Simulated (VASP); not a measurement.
Set up this calculation in VASP 6.6.1, as the native input.

* Task: single point
* Functional: PBEsol
* Potentials or basis: VASP PAW PBE potentials, release 64 (Nb_sv, Cd)
* Cutoff: 520 eV
* k mesh: 10 × 10 × 10
* Occupations: gaussian, width 0.1 eV
* Spin: no spin polarisation
* Dipole correction: no
* Further INCAR settings: ALGO = Fast; EDIFF = 1e-06; NBANDS = 32

The structure of NbCd3 lies in POSCAR:

```
NbCd3
1.0
    4.2150000000      0.0000000000      0.0000000000
    0.0000000000      4.2150000000      0.0000000000
    0.0000000000      0.0000000000      4.2150000000
Nb Cd
1 3
Direct
    0.0000000000      0.0000000000      0.0000000000
    0.0000000000      0.5000000000      0.5000000000
    0.5000000000      0.0000000000      0.5000000000
    0.5000000000      0.5000000000      0.0000000000
```

The input as run:

INCAR

```
SYSTEM = NbCd3
PREC = Accurate ; ENCUT = 520
EDIFF = 1E-6 ; ISMEAR = 0
SIGMA = 0.1 ; LREAL = .False.
LASPH = .True. ; NELM = 100
ALGO = Fast ; ISIF = 2
LWAVE = .False. ; LCHARG = .True.
GGA = PS ; LELF = .True.
LVHAR = .True. ; NBANDS = 32
```

KPOINTS

```
Automatic mesh
0
Gamma
  10 10 10
  0 0 0
```

Potentials or basis: VASP PAW PBE potentials, release 64 (Nb_sv, Cd).

Launch:

```sh
$ cat potpaw_PBE.64/Nb_sv/POTCAR potpaw_PBE.64/Cd/POTCAR > POTCAR
$ mpirun -np 1 vasp_std > vasp.out
```

Results of the run:

```yaml
Pressure: 1.9 GPa
Band_gap_on_the_k_mesh: none (metal or under the smearing width)
```

Caveat: the PAW data sets were made with another functional, which shifts forces and pressure a little.

Wall time 81 s on 1 thread of AMD EPYC 9R45 (Zen 5), on a shared host, peak memory 0.22 GiB.
